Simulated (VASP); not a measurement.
# B2O (Fm-3m) in VASP: a series of runs

One crystal, B2O, is run at these levels: LDA; tasks: single point, relaxation of cell and atoms.

All numbers are computed with VASP 6.6.1; they aren't measurements. Logs are shortened: lines on timing, memory, paths and dates and some standing lists are left out, and cuts for length are marked.

## Step 1: Starting point

It takes space group Fm-3m (No. 225, cubic). Conventional cell: a = 4.758 Å, b = 4.758 Å, c = 4.758 Å, α = 90.00°, β = 90.00°, γ = 90.00°. B (site symmetry -43m) is surrounded by 4 O at 2.06 Å. O (site symmetry m-3m) has 8 B at 2.06 Å as nearest neighbours.

The cell comes from a database or a generator and needn't be the stable form of this composition.

## Step 2: Single point, LDA

INCAR reads:

```
PREC     = Accurate       # precision mode
ENCUT    = 520            # plane-wave cutoff, eV
EDIFF    = 1E-7           # SCF threshold, eV
ISMEAR   = 0              # smearing method
SIGMA    = 0.1            # smearing width, eV
LREAL    = False          # projectors in reciprocal space
LASPH    = True           # aspherical terms in the spheres
NELM     = 100            # most SCF steps
ALGO     = Normal         # electronic algorithm
ISIF     = 2              # what is computed and relaxed
LWAVE    = False          # write WAVECAR
LCHARG   = False          # write CHGCAR
NBANDS   = 13             # bands
```

KPOINTS reads:

```
regular mesh
0
Gamma
  16 16 16
```

POSCAR reads:

```
B2O
1.0
    0.0000000000      2.3790544388      2.3790544388
    2.3790544388      0.0000000000      2.3790544388
    2.3790544388      2.3790544388      0.0000000000
B O
2 1
Direct
    0.2500000000      0.2500000000      0.2500000000
    0.7500000000      0.7500000000      0.7500000000
    0.0000000000      0.0000000000      0.0000000000
```

Potentials or basis: VASP PAW LDA potentials, release 64 (B, O).

Launch:

```
> cat potpaw_LDA.64/B/POTCAR potpaw_LDA.64/O/POTCAR > POTCAR
> mpirun -np 1 vasp_std > vasp.out
```

OUTCAR:

```text
PREC = Accurate
   ENCUT = 520
   EDIFF = 1E-7
   ISMEAR = 0
   LREAL = False
   LASPH = True
   NELM = 100
   ISIF = 2

 ion  position               nearest neighbor table
   1  0.250  0.250  0.250-   3 2.06   3 2.06   3 2.06   3 2.06
   2  0.750  0.750  0.750-   3 2.06   3 2.06   3 2.06   3 2.06
   3  0.000  0.000  0.000-   2 2.06   2 2.06   2 2.06   1 2.06   2 2.06   1 2.06   1 2.06   1 2.06

  LATTYP: Found a face centered cubic cell.
 ALAT       =     4.7581088776

  Lattice vectors:

 A1 = (   0.0000000000,   2.3790544388,   2.3790544388)
 A2 = (   2.3790544388,   0.0000000000,   2.3790544388)
 A3 = (   2.3790544388,   2.3790544388,   0.0000000000)

Analysis of symmetry for initial positions (statically):
=====================================================================
 Subroutine PRICEL returns:
 Original cell was already a primitive cell.

 Routine SETGRP: Setting up the symmetry group for a
 face centered cubic supercell.

 Subroutine GETGRP returns: Found 48 space group operations
 (whereof 48 operations were pure point group operations)
 out of a pool of 48 trial point group operations.

The static configuration has the point symmetry O_h .

Analysis of symmetry for dynamics (positions and initial velocities):
=====================================================================
 Subroutine PRICEL returns:
 Original cell was already a primitive cell.

 Routine SETGRP: Setting up the symmetry group for a
 face centered cubic supercell.

 Subroutine GETGRP returns: Found 48 space group operations
 (whereof 48 operations were pure point group operations)
 out of a pool of 48 trial point group operations.

The dynamic configuration has the point symmetry O_h .

 Subroutine INISYM returns: Found 48 space group operations
 (whereof 48 operations are pure point group operations),
 and found     1 'primitive' translations

----------------------------------------------------------------------------------------

                                     Primitive cell

  volume of cell :      26.9304

  direct lattice vectors                    reciprocal lattice vectors
     0.000000000  2.379054439  2.379054439    -0.210167532  0.210167532  0.210167532
     2.379054439  0.000000000  2.379054439     0.210167532 -0.210167532  0.210167532
     2.379054439  2.379054439  0.000000000     0.210167532  0.210167532 -0.210167532

  length of vectors
     3.364491053  3.364491053  3.364491053     0.364020844  0.364020844  0.364020844

  position of ions in fractional coordinates (direct lattice)
     0.250000000  0.250000000  0.250000000
     0.750000000  0.750000000  0.750000000
     0.000000000  0.000000000  0.000000000

  ion indices of the primitive-cell ions
   primitive index   ion index
                 1           1
                 2           2
                 3           3

----------------------------------------------------------------------------------------

 KPOINTS: regular mesh

Automatic generation of k-mesh.
 Grid dimensions read from file:
 generate k-points for:   16   16   16

 Generating k-lattice:

  Cartesian coordinates                     Fractional coordinates (reciprocal lattice)
    -0.013135471  0.013135471  0.013135471     0.062500000  0.000000000  0.000000000
     0.013135471 -0.013135471  0.013135471     0.000000000  0.062500000  0.000000000
     0.013135471  0.013135471 -0.013135471     0.000000000  0.000000000  0.062500000

  Length of vectors
     0.022751303  0.022751303  0.022751303

  Shift w.r.t. Gamma in fractional coordinates (k-lattice)
     0.000000000  0.000000000  0.000000000

 Subroutine IBZKPT returns following result:
 ===========================================

 Found    145 irreducible k-points:

 Following reciprocal coordinates:
            Coordinates               Weight
  0.000000  0.000000  0.000000      1.000000
  0.062500  0.000000  0.000000      8.000000
  0.125000  0.000000  0.000000      8.000000
  0.187500  0.000000  0.000000      8.000000
  0.250000  0.000000  0.000000      8.000000
  0.312500  0.000000  0.000000      8.000000
[... 16 lines left out ...]
 -0.125000  0.062500  0.000000     24.000000
 -0.062500  0.062500  0.000000     12.000000
 [... further k-points ...]
   k-points           NKPTS =    145   k-points in BZ     NKDIM =    145   number of bands    NBANDS=     13
   number of dos      NEDOS =    301   number of ions     NIONS =      3
   total plane-waves  NPLWV =  21952
   dimension x,y,z NGX =    28 NGY =   28 NGZ =   28
   dimension x,y,z NGXF=    56 NGYF=   56 NGZF=   56
   ions per type =               2   1
   NGX,Y,Z   is equivalent  to a cutoff of  13.84, 13.84, 13.84 a.u.
   NGXF,Y,Z  is equivalent  to a cutoff of  27.67, 27.67, 27.67 a.u.
 SYSTEM =  unknown system
   PREC   = accura    normal or accurate (medium, high low for compatibility)
   ISTART =      0    job   : 0-new  1-cont  2-samecut
   ICHARG =      2    charge: 1-file 2-atom 10-const
[... 72 lines left out ...]
      8       5.2180      2.00000
      9       8.5922      0.00000
     10      11.9144      0.00000
     11      11.9144      0.00000
     12      11.9144      0.00000
     13      19.3634      0.00000

 k-point     2 :       0.0625    0.0000    0.0000
  band No.  band energies     occupation
      1     -15.8661      2.00000
      2      -1.8737      2.00000
      3      -0.2334      2.00000
      4      -0.2334      2.00000
      5       0.0517      2.00000
      6       5.1278      2.00000
      7       5.2931      2.00000
      8       5.2931      2.00000
      9       8.7984      0.00000
     10      11.7650      0.00000
     11      11.7650      0.00000
     12      11.9017      0.00000
     13      19.6675      0.00000

 k-point     3 :       0.1250    0.0000    0.0000
  band No.  band energies     occupation
      1     -15.7871      2.00000
      2      -2.5248      2.00000
      3      -0.3396      2.00000
      4      -0.3396      2.00000
      5       0.4521      2.00000
      6       4.9793      2.00000
      7       5.4976      1.99873
      8       5.4976      1.99873
      9       9.2685      0.00000
     10      11.3991      0.00000
     11      11.3991      0.00000
     12      11.8906      0.00000
     13      20.2027      0.00000

 k-point     4 :       0.1875    0.0000    0.0000
  band No.  band energies     occupation
      1     -15.6645      2.00000
      2      -3.2470      2.00000
      3      -0.4852      2.00000
      4      -0.4852      2.00000
      5       0.7469      2.00000
      6       4.9638      2.00000
      7       5.7760      0.47463
      8       5.7760      0.47463
      9       9.7262      0.00000
     10      10.9762      0.00000
     11      10.9762      0.00000
     12      11.9426      0.00000
     13      19.5745      0.00000

 k-point     5 :       0.2500    0.0000    0.0000
  band No.  band energies     occupation
      1     -15.5124      2.00000
      2      -3.9503      2.00000
      3      -0.6404      2.00000
      4      -0.6404      2.00000
      5       0.8798      2.00000
      6       5.1656      2.00000
      7       6.0561      0.00000
      8       6.0561      0.00000
      9       9.9832      0.00000
     10      10.6260      0.00000
     11      10.6260      0.00000
     12      12.0622      0.00000
     13      19.1314      0.00000
[... 257 lines left out ...]
 k-point    22 :      -0.1875    0.0625    0.0000
  band No.  band energies     occupation
      1     -15.5955      2.00000
      2      -3.5212      2.00000
      3      -0.9017      2.00000
      4      -0.4459      2.00000
      5       1.0468      2.00000
      6       4.9112      2.00000
      7       5.9198      0.00597
      8       5.9457      0.00184
      9       9.9856      0.00000
     10      10.2660      0.00000
     11      11.0525      0.00000
     12      12.2989      0.00000
     13      19.2494      0.00000

 k-point    23 :      -0.1250    0.0625    0.0000
  band No.  band energies     occupation
      1     -15.7281      2.00000
      2      -2.8535      2.00000
      3      -0.6756      2.00000
      4      -0.3135      2.00000
      5       0.7710      2.00000
      6       4.8643      2.00000
      7       5.6305      1.82080
      8       5.6849      1.43359
      9       9.5767      0.00000
     10      10.7463      0.00000
     11      11.3197      0.00000
     12      12.2321      0.00000
     13      19.8156      0.00000

 k-point    24 :      -0.0625    0.0625    0.0000
  band No.  band energies     occupation
      1     -15.8217      2.00000
      2      -2.2525      2.00000
      3      -0.4358      2.00000
      4      -0.2350      2.00000
      5       0.3805      2.00000
      6       4.9895      2.00000
      7       5.3935      2.00000
      8       5.4544      1.99987
      9       9.0958      0.00000
     10      11.2919      0.00000
     11      11.6076      0.00000
     12      12.1069      0.00000
     13      19.8447      0.00000

 [... further k-points ...]

------------------------ aborting loop because EDIFF is reached ----------------------------------------

  FORCE on cell =-STRESS in cart. coord.  units (eV):
  Direction    XX          YY          ZZ          XY          YZ          ZX
  --------------------------------------------------------------------------------------
  -------------------------------------------------------------------------------------
  Total       -0.0034188     -0.0034188     -0.0034188      0.0000000      0.0000000     -0.0000000
  in kB       -0.2033982     -0.2033982     -0.2033982      0.0000000      0.0000000     -0.0000000
  external PRESSURE =      -0.2033982 kB  Pullay stress =       0.0000000 kB

 VOLUME and BASIS-vectors are now :
 -----------------------------------------------------------------------------
  energy-cutoff  :      520.00
  volume of cell :       26.93
      direct lattice vectors                 reciprocal lattice vectors
     0.000000000  2.379054439  2.379054439    -0.210167532  0.210167532  0.210167532
     2.379054439  0.000000000  2.379054439     0.210167532 -0.210167532  0.210167532
     2.379054439  2.379054439  0.000000000     0.210167532  0.210167532 -0.210167532

 POSITION                                       TOTAL-FORCE (eV/Angst)
 -----------------------------------------------------------------------------------
      1.18953      1.18953      1.18953        -0.000000      0.000000      0.000000
      3.56858      3.56858      3.56858         0.000000     -0.000000     -0.000000
      0.00000      0.00000      0.00000         0.000000     -0.000000      0.000000
 -----------------------------------------------------------------------------------
    total drift:                               -0.000000     -0.000000      0.000000

  FREE ENERGIE OF THE ION-ELECTRON SYSTEM (eV)
  ---------------------------------------------------
  free  energy   TOTEN  =       -13.6178955933 eV

  energy  without entropy=      -13.6060134922  energy(sigma->0) =      -13.61195454
```

Wall time 25 s (1 thread of Intel Xeon Platinum 8488C (Sapphire Rapids), shared host); peak memory 0.16 GiB.

What came out:

```
Free energy            : -13.6179 eV
Pressure               : 0.0 GPa
Band gap on the k mesh : none (metal or under the smearing width)
```

Levels at points of the mesh, in eV from the Fermi level:
| k point | band 4 | band 5 | band 6 | band 7 | band 8 | band 9 |
| --- | --- | --- | --- | --- | --- | --- |
| (0.00, 0.00, 0.00) | -5.92 | -5.92 | -0.51 | -0.51 | -0.51 | 2.87 |
| (0.50, 0.00, 0.00) | -6.71 | -4.94 | 0.74 | 0.74 | 0.76 | 4.25 |
| (0.50, 0.50, 0.00) | -8.07 | -3.45 | -2.82 | 1.09 | 2.66 | 2.66 |

## Step 3: Relaxation of cell and atoms, LDA

This run uses another cell than the first one, of 9.09 Å³/atom, 1.013 times its volume.

INCAR reads:

```
SYSTEM = B2O
PREC     = Accurate       ! precision mode
ENCUT    = 600            ! plane-wave cutoff, eV
EDIFF    = 1E-7           ! SCF threshold, eV
ISMEAR   = 0              ! smearing method
SIGMA    = 0.1            ! smearing width, eV
LREAL    = .FALSE.        ! projectors in reciprocal space
LASPH    = .TRUE.         ! aspherical terms in the spheres
NELM     = 100            ! most SCF steps
ALGO     = Normal         ! electronic algorithm
ISIF     = 3              ! what is computed and relaxed
LWAVE    = .FALSE.        ! write WAVECAR
LCHARG   = .FALSE.        ! write CHGCAR
GGA      = CA             ! functional
IBRION   = 2              ! ionic algorithm
NSW      = 100            ! ionic steps
EDIFFG   = -0.005         ! ionic threshold
```

KPOINTS reads:

```
regular mesh
0
G
  16 16 16
  0 0 0
```

POSCAR reads:

```
B2O
1.0
    0.0000000000      2.3892697045      2.3892697045
    2.3892697045      0.0000000000      2.3892697045
    2.3892697045      2.3892697045      0.0000000000
B O
2 1
Direct
    0.2500000000      0.2500000000      0.2500000000
    0.7500000000      0.7500000000      0.7500000000
    0.0000000000      0.0000000000      0.0000000000
```

Potentials or basis: VASP PAW LDA potentials, release 64 (B, O).

Launch:

```
> cat potpaw_LDA.64/B/POTCAR potpaw_LDA.64/O/POTCAR > POTCAR
> mpirun -np 1 vasp_std > vasp.out
```

Run time: 47 s. Hardware: 1 thread of Intel Xeon Platinum 8488C (Sapphire Rapids), shared host; peak memory 0.17 GiB.

The run converged. Its results:

```
Free energy                            : -13.6207 eV
Relaxed volume                         : 8.96 Å³/atom
Relaxed cell                           : a = 3.362 Å, b = 3.362 Å, c = 3.362 Å, α = 60.00°, β = 60.00°, γ = 60.00°
Space group after relaxing (to 0.05 Å) : Fm-3m (No. 225)
Energy gained by relaxing              : 0.4 meV/atom
Ionic steps                            : 3
Pressure after relaxing                : 0.1 GPa
Band gap on the k mesh                 : none (metal or under the smearing width)
```

Step by step:
```
step  energy change (eV)  largest force (eV/Å)  pressure (GPa)  volume (Å³)
   1              0.0000                0.0000           -1.06        27.28
   2             -0.0011                0.0000           -0.42        27.04
   3             -0.0013                0.0000            0.05        26.87
```

Final structure:
```yaml
crystal:
  lattice:
    - [0.00000, 2.37726, 2.37726]
    - [2.37726, 0.00000, 2.37726]
    - [2.37726, 2.37726, 0.00000]
  atoms:
    - { symbol: B, position: [0.25000, 0.25000, 0.25000] }
    - { symbol: B, position: [0.75000, 0.75000, 0.75000] }
    - { symbol: O, position: [0.00000, 0.00000, 0.00000] }
```

Levels at points of the mesh, in eV from the Fermi level:
```tsv
k point	band 4	band 5	band 6	band 7	band 8	band 9
(0.00, 0.00, 0.00)	-5.93	-5.93	-0.51	-0.51	-0.51	2.89
(0.50, 0.00, 0.00)	-6.73	-4.94	0.73	0.73	0.76	4.26
(0.50, 0.50, 0.00)	-8.09	-3.45	-2.81	1.10	2.66	2.66
```

## Step 4: Single point, LDA

This run uses another cell than the first one, of 9.09 Å³/atom, 1.013 times its volume.

INCAR reads:

```
SYSTEM = B2O
PREC = Accurate
ENCUT = 520
EDIFF = 1E-7
ISMEAR = 0
SIGMA = 0.1
LREAL = .False.
LASPH = .True.
NELM = 100
ALGO = Fast
ISIF = 2
LWAVE = .False.
LCHARG = .False.
NBANDS = 13
```

KPOINTS reads:

```
Automatic mesh
0
Gamma
  8 8 8
  0 0 0
```

POSCAR is that of step 3.

Launch:

```
> cat potpaw_LDA.64/B/POTCAR potpaw_LDA.64/O/POTCAR > POTCAR
> mpirun -np 1 vasp_std > vasp.out
```

Run time: 7 s. Hardware: 1 thread of Intel Xeon Platinum 8488C (Sapphire Rapids), shared host; peak memory 0.13 GiB.

The run converged. Its results:

* Free energy: -13.6153 eV
* Pressure: 0.1 GPa
* Band gap on the k mesh: none (metal or under the smearing width)

Levels at points of the mesh, in eV from the Fermi level:
| k point | band 4 | band 5 | band 6 | band 7 | band 8 | band 9 |
| --- | --- | --- | --- | --- | --- | --- |
| (0.00, 0.00, 0.00) | -5.80 | -5.80 | -0.48 | -0.48 | -0.48 | 2.74 |
| (0.50, 0.00, 0.00) | -6.58 | -4.95 | 0.75 | 0.75 | 0.77 | 4.18 |
| (0.50, 0.50, 0.00) | -7.94 | -3.40 | -2.84 | 1.08 | 2.65 | 2.65 |

## Step 5: Relaxation of cell and atoms, LDA

This run uses another cell than the first one, of 5.43 Å³/atom, 0.604 times its volume.

INCAR reads:

```
  PREC = Accurate
  ENCUT = 600
  EDIFF = 1E-6
  ISMEAR = 0
  SIGMA = 0.1
  LREAL = False
  LASPH = True
  NELM = 100
  ALGO = Normal
  ISIF = 3
  LWAVE = False
  LCHARG = False
  IBRION = 2
  NSW = 100
  EDIFFG = -0.05
```

KPOINTS reads:

```
Automatic mesh
0
Gamma
  8 8 8
```

POSCAR reads:

```
B2O
1.0
    0.0000000000      2.0114025974      2.0114025974
    2.0114025974      0.0000000000      2.0114025974
    2.0114025974      2.0114025974      0.0000000000
B O
2 1
Direct
    0.2500000000      0.2500000000      0.2500000000
    0.7500000000      0.7500000000      0.7500000000
    0.0000000000      0.0000000000      0.0000000000
```

Launch:

```
> cat potpaw_LDA.64/B/POTCAR potpaw_LDA.64/O/POTCAR > POTCAR
> mpirun -np 1 vasp_std > vasp.out
```

Run time: 7.5 s. Hardware: 1 thread of Intel Xeon Platinum 8488C (Sapphire Rapids), shared host; peak memory 0.12 GiB.

Results (log left out):

```yaml
Free_energy: -13.5750 eV
Relaxed_volume: 8.96 Å³/atom
Relaxed_cell: a = 3.363 Å, b = 3.363 Å, c = 3.363 Å, α = 60.00°, β = 60.00°, γ = 60.00°
Space_group_after_relaxing_to_0.05_Å: Fm-3m (No. 225)
Energy_gained_by_relaxing: 848.5 meV/atom
Ionic_steps: 4
Pressure_after_relaxing: -0.1 GPa
Band_gap_on_the_k_mesh: none (metal or under the smearing width)
```

The path:
| step | energy change (eV) | largest force (eV/Å) | pressure (GPa) | volume (Å³) |
| --- | --- | --- | --- | --- |
| 1 | 0.0000 | 0.0000 | 120.46 | 16.28 |
| 2 | -2.5322 | 0.0000 | -4.08 | 27.90 |
| 3 | -2.5372 | 0.0000 | 3.50 | 26.09 |
| 4 | -2.5456 | 0.0000 | -0.08 | 26.88 |

Final structure:
```
B O
1.0
     0.00000    2.37769    2.37769
     2.37769    0.00000    2.37769
     2.37769    2.37769    0.00000
B O
2 1
Direct
  0.25000 0.25000 0.25000
  0.75000 0.75000 0.75000
  0.00000 0.00000 0.00000
```

Levels at points of the mesh, in eV from the Fermi level:
```tsv
k point	band 2	band 3	band 4	band 5	band 6	band 7	band 8	band 9	band 10
(0.00, 0.00, 0.00)	-7.26	-5.89	-5.89	-5.89	-0.51	-0.51	-0.51	2.88	6.20
(0.50, 0.00, 0.00)	-11.23	-6.69	-6.69	-4.94	0.73	0.73	0.80	4.26	4.67
(0.50, 0.50, 0.00)	-10.72	-8.06	-8.06	-3.45	-2.81	1.14	2.69	2.69	6.94
```

Caveat: the volume moved by over 15 % at a fixed basis, so the end points are rough; the relaxation stopped at a loose force limit of 0.05 eV/Å, so its end isn't a converged minimum.

## Step 6: Overview

| task | cell | k mesh | cutoff (eV) | gap on the mesh (eV) | pressure (GPa) | relaxed volume (Å³/atom) |
| --- | --- | --- | --- | --- | --- | --- |
| single point | Fm-3m, 8.98 Å³/atom | 16 × 16 × 16 | 520 | none | 0.0 | - |
| relaxation of cell and atoms | relaxed | 16 × 16 × 16 | 600 | none | 0.1 | 8.96 |
| single point | Fm-3m, 9.09 Å³/atom | 8 × 8 × 8 | 520 | none | 0.1 | - |
| relaxation of cell and atoms | relaxed | 8 × 8 × 8 | 600 | none | -0.1 | 8.96 |

Alike in all rows: level LDA; potentials or basis VASP PAW LDA potentials, release 64 (B, O); no spin polarisation; smearing gaussian 0.1 eV.

Caveats: the volume moved by over 15 % at a fixed basis, so the end points are rough (some runs); the relaxation stopped at a loose force limit of 0.05 eV/Å, so its end isn't a converged minimum (some runs).

Total energies depend on the potentials used, so only differences within one code and one set of settings carry meaning.
